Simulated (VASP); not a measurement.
Data:

```
CELL_PARAMETERS angstrom
      2.99000     0.00000     0.00000
      0.00000     2.99000     0.00000
      0.00000     0.00000     2.99000
ATOMIC_POSITIONS crystal
  Al 0.50000 0.50000 0.50000
  Ru 0.00000 0.00000 0.00000
```

Method: PBE GGA, VASP's PBE PAW potentials (set 64) (plane waves; VASP 6.6.1). Run with 400 eV cut-off, 14×14×14 Γ-centred mesh, first-order Methfessel-Paxton smearing of 0.10 eV, potentials Al Ru_pv.

Problem. Give the stress tensor in GPa (positive for a compressed cell).

Solution. 
```
2.42  0.00  0.00
0.00  2.42  0.00
0.00  0.00  2.42
```
The pressure is its mean diagonal, 2.42 GPa.

The compound is RuAl in the CsCl type structure. The cell was not relaxed at this level. The run is one of a series of settings (KPOINTS 14×14×14 Γ-centred mesh against the base run), some of them coarse on purpose. The electron count is odd and the run is not spin-polarised, which forces a metal.
